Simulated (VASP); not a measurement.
Given:

```yaml
crystal:
  lattice:
    - [4.13332, 0.00000, 0.00000]
    - [0.00000, 4.13332, 0.00000]
    - [0.00000, 0.00000, 6.50470]
  atoms:
    - { symbol: Ce, position: [0.00000, 0.50000, 0.30185] }
    - { symbol: Ce, position: [0.50000, 0.00000, 0.69815] }
    - { symbol: Mn, position: [0.00000, 0.00000, 0.00000] }
    - { symbol: Mn, position: [0.50000, 0.50000, 0.00000] }
    - { symbol: Ge, position: [0.00000, 0.50000, 0.80143] }
    - { symbol: Ge, position: [0.50000, 0.00000, 0.19857] }
```

These are PBEsol GGA, VASP's PBE PAW potentials (set 64) (plane waves; VASP) values and carry that method's errors. Numerical set-up: 400 eV cut-off, Gaussian smearing of 0.050 eV, potentials Ce Mn_pv Ge_d.

The run has a spin-polarised start.

### Question
Predict the cell moment, band gap (along the path) with the smallest direct gap where there is one.

### Answer

- band gap (along the path) = none (metal, semimetal or under 0.01 eV)
- cell moment = 1.40 μB

The structure comes from a computed database's CeMnGe entry (P4/nmm); how it stands against other phases isn't given here. It was relaxed first, which changed the volume by -7 %.
